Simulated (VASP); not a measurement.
Data:

```
CELL_PARAMETERS angstrom
      1.78164    -3.08589     0.00000
      1.78164     3.08589     0.00000
      0.00000     0.00000     5.70293
ATOMIC_POSITIONS crystal
  Tl 0.33333 0.66667 0.25000
  Tl 0.66667 0.33333 0.75000
```

All values below come from optB86b-vdW, VASP's PBE PAW potentials (set 64) (plane waves; VASP). Settings: 520 eV cut-off, 12×12×7 Γ-centred mesh, first-order Methfessel-Paxton smearing of 0.10 eV, potentials Tl_d.

Question: The ions and cell shape at fixed volume are relaxed. Which structure does the run end with?

Answer: 
```
CELL_PARAMETERS angstrom
      1.81208    -3.13862     0.00000
      1.81208     3.13862     0.00000
      0.00000     0.00000     5.51291
ATOMIC_POSITIONS crystal
  Tl 0.33333 0.66667 0.25000
  Tl 0.66667 0.33333 0.75000
```
Space group P6_3/mmc (194), at a tolerance of 0.03 Å.

Question: How much energy does the relaxation gain?

Answer: The energy (σ→0) changes by -5.9 meV/atom, in 5 ionic steps.

```
step  E(σ→0) (eV)  max force (eV/Å)  pressure (GPa)  volume (Å³)
----  -----------  ----------------  --------------  -----------
1          1.5700             0.000           -1.67        62.71
2          1.5657             0.000           -1.65        62.71
3          1.5594             0.000           -1.60        62.71
4          1.5645             0.000           -1.38        62.71
5          1.5583             0.000           -1.56        62.71
```

The compound is Tl in the hcp structure. This cell is one point of a volume scan, at 1.06 of the reference volume. Symmetry was kept, so distortions that lower it aren't found.
